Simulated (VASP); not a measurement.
```
Ag
1.0
    0.00000     2.06533     2.06533
    2.06533     0.00000     2.06533
    2.06533     2.06533     0.00000
Ag
1
Direct
  0.00000   0.00000   0.00000
```

Level of theory: AM05 GGA, VASP's PBE PAW potentials (set 64) (plane waves; VASP). Settings: 520 eV cut-off, 15×15×15 Γ-centred mesh, first-order Methfessel-Paxton smearing of 0.10 eV, potentials Ag.

Problem. What does the run give for the energy per atom (σ→0), pressure, band gap (on the k-mesh) with the smallest direct gap where there is one?

Solution. 
```yaml
band gap (on the k-mesh): none (metal, semimetal or under 0.01 eV)
energy per atom (σ→0): -288.2 kJ/mol of atoms
pressure: -5.64 GPa
```

Only differences to runs with the same potentials and settings are physical.

The compound is Ag in the fcc structure. This cell is one point of a volume scan, at 1.06 of the reference volume.
